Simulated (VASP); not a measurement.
Given:

```xyz
4
Lattice="1.9100 -3.3082 0.0000 1.9100 3.3082 0.0000 0.0000 0.0000 6.2600" Properties=species:S:1:pos:R:3 pbc="T T T"
Zn     1.9100    -1.1027     3.1300
Zn     1.9100     1.1027     0.0000
S      1.9100    -1.1027     5.4775
S      1.9100     1.1027     2.3475
```

Level of theory: PBE GGA, VASP's PBE PAW potentials (set 64) (plane waves; VASP). Run with 400 eV cut-off, 5×5×2 Γ-centred mesh, Gaussian smearing of 0.050 eV, potentials Zn S.

Question: Give the stress tensor in GPa (positive for a compressed cell).

Answer: 
```
1.44  0.00  0.00
0.00  1.44  0.00
0.00  0.00  1.32
```
The pressure is its mean diagonal, 1.40 GPa.

The compound is ZnS in the wurtzite structure, the high-temperature form. The cell was not relaxed at this level. The k-mesh is coarse (spacing up to 0.50 per Å, 2π included), so the numbers may not be converged in it. The run is one of a series of settings (KPOINTS 5×5×2 Γ-centred mesh against the base run), some of them coarse on purpose.
